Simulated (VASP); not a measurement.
Given:

```
CELL_PARAMETERS angstrom
      1.63057    -2.82423     0.00000
      1.63057     2.82423     0.00000
      0.00000     0.00000     5.27084
ATOMIC_POSITIONS crystal
  Zn 0.66667 0.33333 0.50156
  Zn 0.33333 0.66667 0.00156
  O  0.66667 0.33333 0.88044
  O  0.33333 0.66667 0.38044
```

Method: PBE GGA with D3 dispersion (Becke-Johnson damping), VASP's PBE PAW potentials (set 64) (plane waves; VASP 6.6.1). Run with 520 eV cut-off, Gaussian smearing of 0.050 eV, potentials Zn O.

**Question.** Give the energies of bands 7 to 20 at the high-symmetry points, in eV from the valence-band maximum.

**Answer.** 
```
band      Γ      M      K      A      L      H
----  -----  -----  -----  -----  -----  -----
7     -5.42  -4.97  -4.65  -5.54  -5.06  -4.86
8     -5.42  -4.84  -4.65  -5.54  -5.06  -4.86
9     -4.48  -4.45  -4.55  -4.36  -4.29  -4.47
10    -4.48  -4.31  -4.42  -4.36  -4.29  -4.47
11    -4.28  -4.23  -4.38  -4.36  -4.21  -3.97
12    -4.28  -4.16  -4.38  -4.36  -4.21  -3.97
13    -4.01  -3.70  -3.67  -2.24  -3.72  -3.67
14    -0.77  -3.49  -3.49  -2.24  -3.72  -3.67
15    -0.77  -2.77  -3.49  -0.38  -1.46  -2.63
16    -0.09  -2.19  -1.88  -0.38  -1.46  -2.63
17     0.00  -1.26  -1.88  -0.38  -1.35  -1.22
18     0.00  -0.81  -1.69  -0.38  -1.35  -1.22
19     0.75   5.69   7.58   3.40   5.66   7.86
20     5.16   6.84   7.58   3.40   5.66   7.86
```

The gap is direct, 0.75 eV, from the valence maximum at Γ to the conduction minimum at Γ.

Measured: gap 3.60 eV (computed value off by -2.85 eV), as given by Wei Chen et al., Physical Review Materials (2018), doi:10.1103/physrevmaterials.2.073803 [zero-point renormalisation of 0.16 eV added back (the table's ZPR column)].

The compound is ZnO in the wurtzite structure. It was relaxed first.
